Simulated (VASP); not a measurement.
Energy against volume of InSb (zinc blende). Calculation: r2SCAN meta-GGA, VASP's PBE PAW potentials (set 64) (plane waves; VASP). Settings: 520 eV cut-off, 10×10×10 Γ-centred mesh, first-order Methfessel-Paxton smearing of 0.10 eV, potentials In_d Sb.

| V (Å³/atom) | E (eV/atom) |
|---|---|
| 33.134 | -24.36450 |
| 34.192 | -24.37932 |
| 35.249 | -24.38389 |
| 36.307 | -24.37992 |

### Question
Fit these four points and predict the energy of the run at 37.364 Å³/atom.

### Answer
A cubic in V^(−2/3), the third-order Birch-Murnaghan form, passes through the four points with V0 = 35.25 Å³/atom and B0 = 43 GPa, and gives -24.3688 eV/atom there. The run gave -24.3687 eV/atom, +0.2 meV/atom from the fit; all five points give B0 = 43 GPa.

The compound is InSb in the zinc blende structure. It was relaxed first.
